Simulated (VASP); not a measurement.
Computed with LDA (Ceperley-Alder, Perdew-Zunger), VASP's LDA PAW potentials (set 64) (plane waves; VASP).

The input files of a VASP run:

File POSCAR:
```
Ga
4.4759430
  0.4863061057  -0.8364415883   0.0000000000
  0.4863061057   0.8364415883   0.0000000000
  0.0000000000   0.0000000000   1.0000000171
Ga
4
Cart
  0.4863061057   0.5758637765   0.9163290084
  0.4863061057   0.2605778118   0.4163289998
  0.4863061057  -0.2605778118   0.5836710173
  0.4863061057  -0.5758637765   0.0836710087
```

**INCAR**
```
SYSTEM = Ga
PREC = Accurate; ENCUT = 400; LREAL = .FALSE.
LASPH = .TRUE.; ICHARG = 11
EDIFF = 1E-7; NELM = 100; ALGO = Normal
LMAXMIX = 4
ISMEAR = 0; SIGMA = 0.05
LWAVE = .FALSE.; LCHARG = .FALSE.; LORBIT = 11
```

KPOINTS:
```
k-points along high-symmetry lines
8
Line-mode
Reciprocal
  0.000000   0.000000   0.000000 ! GAMMA
 -0.500000   0.500000   0.000000 ! Y

 -0.500000   0.500000   0.000000 ! Y
 -0.337048   0.662952   0.000000 ! C_0

  0.337048   0.337048   0.000000 ! SIGMA_0
  0.000000   0.000000   0.000000 ! GAMMA

  0.000000   0.000000   0.000000 ! GAMMA
  0.000000   0.000000   0.500000 ! Z

  0.000000   0.000000   0.500000 ! Z
  0.337048   0.337048   0.500000 ! A_0

 -0.337048   0.662952   0.500000 ! E_0
 -0.500000   0.500000   0.500000 ! T

 -0.500000   0.500000   0.500000 ! T
 -0.500000   0.500000   0.000000 ! Y

  0.000000   0.000000   0.000000 ! GAMMA
 -0.000000   0.500000   0.000000 ! S

 -0.000000   0.500000   0.000000 ! S
 -0.000000   0.500000   0.500000 ! R

 -0.000000   0.500000   0.500000 ! R
  0.000000   0.000000   0.500000 ! Z

  0.000000   0.000000   0.500000 ! Z
 -0.500000   0.500000   0.500000 ! T
```

POTCAR, in this order: Ga_d (LDA.64 set). Program: vasp_std. Read from the step before: CHGCAR.

The resulting files:

File OUTCAR:
```
 ion  position               nearest neighbor table
   1  0.156  0.844  0.916-   4 2.45   3 2.64   3 2.64   2 2.65   2 2.65   4 2.70   4 2.70
   2  0.344  0.656  0.416-   3 2.45   4 2.64   4 2.64   1 2.65   1 2.65   3 2.70   3 2.70
   3  0.656  0.344  0.584-   2 2.45   1 2.64   1 2.64   4 2.65   4 2.65   2 2.70   2 2.70
   4  0.844  0.156  0.084-   1 2.45   2 2.64   2 2.64   3 2.65   3 2.65   1 2.70   1 2.70
  LATTYP: Found a base centered orthorhombic cell.
 ALAT       =     4.3533568196
 B/A-ratio  =     1.7199898961
 C/A-ratio  =     1.0281590189
 Subroutine PRICEL returns:
 Original cell was already a primitive cell.
 Subroutine GETGRP returns: Found  8 space group operations
The static configuration has the point symmetry C_2h.
 The point group associated with its full space group is D_2h.
The dynamic configuration has the point symmetry C_2h.
 Subroutine INISYM returns: Found  8 space group operations
   k-points           NKPTS =     88   k-points in BZ     NKDIM =     88   number of bands    NBANDS=     31
   number of dos      NEDOS =    301   number of ions     NIONS =      4
   total plane-waves  NPLWV =  23520
   dimension x,y,z NGX =    28 NGY =   28 NGZ =   30
   dimension x,y,z NGXF=    56 NGYF=   56 NGZF=   60
   ions per type =               4
   PREC   = accura    normal or accurate (medium, high low for compatibility)
   ISTART =      0    job   : 0-new  1-cont  2-samecut
   ICHARG =     11    charge: 1-file 2-atom 10-const
...
```

### OSZICAR
```
       N       E                     dE             d eps       ncg     rms          rms(c)
DAV:   1     0.331355867094E+03    0.33136E+03   -0.22936E+04  5539   0.282E+03
DAV:   2     0.255972468883E+02   -0.30576E+03   -0.30063E+03  5652   0.515E+02
DAV:   3    -0.112198979499E+02   -0.36817E+02   -0.36302E+02  6170   0.143E+02
DAV:   4    -0.122888174567E+02   -0.10689E+01   -0.10488E+01  6209   0.281E+01
DAV:   5    -0.123116509954E+02   -0.22834E-01   -0.22825E-01  6534   0.411E+00
DAV:   6    -0.123130128666E+02   -0.13619E-02   -0.13619E-02  7984   0.892E-01
DAV:   7    -0.123130243480E+02   -0.11481E-04   -0.11481E-04  6709   0.842E-02
DAV:   8    -0.123130246937E+02   -0.34569E-06   -0.34579E-06  7954   0.146E-02
DAV:   9    -0.123130246966E+02   -0.28522E-08   -0.28851E-08  4174   0.143E-03
   1 F= -.12313025E+02 E0= -.12311469E+02  d E =-.311217E-02
```

File OUTCAR:
```
 val. band max:        5.4000216354   @ k =  -0.5000   0.5000   0.3571

 cond. band min:       5.4047973081   @ k =   0.0000   0.0000   0.4286



 k-point     1 :       0.0000    0.0000    0.0000
  band No.  band energies     occupation
      1      -9.9406      2.00000
      2      -9.9198      2.00000
      3      -9.8713      2.00000
      4      -9.8600      2.00000
      5      -9.8566      2.00000
      6      -9.8209      2.00000
      7      -9.7537      2.00000
      8      -9.6860      2.00000
      9      -9.6479      2.00000
     10      -9.6386      2.00000
     11      -9.6232      2.00000
     12      -9.6163      2.00000
     13      -9.5935      2.00000
     14      -9.5628      2.00000
     15      -9.5182      2.00000
     16      -9.4672      2.00000
     17      -9.4108      2.00000
     18      -9.4009      2.00000
     19      -9.3534      2.00000
     20      -9.2845      2.00000
     21      -6.1529      2.00000
     22       1.0174      2.00000
     23       1.3547      2.00000
     24       3.6737      2.00000
     25       4.0573      2.00000
     26       4.6050      2.00000
     27       6.4545      0.00000
     28       6.4867      0.00000
     29       6.6029      0.00000
     30      10.8742      0.00000
     31      10.9728      0.00000

 k-point     2 :      -0.0714    0.0714    0.0000
  band No.  band energies     occupation
      1      -9.9438      2.00000
      2      -9.9177      2.00000
      3      -9.8682      2.00000
      4      -9.8664      2.00000
      5      -9.8549      2.00000
      6      -9.8233      2.00000
      7      -9.7588      2.00000
      8      -9.6892      2.00000
      9      -9.6655      2.00000
     10      -9.6536      2.00000
     11      -9.6016      2.00000
     12      -9.5930      2.00000
     13      -9.5888      2.00000
     14      -9.5618      2.00000
     15      -9.5132      2.00000
     16      -9.4723      2.00000
     17      -9.4108      2.00000
     18      -9.4023      2.00000
...
```

The density is held fixed in this step, so its total energy and stress have no physical meaning.

The compound is Ga in the alpha structure. It was relaxed first, which changed the volume by -7 %.
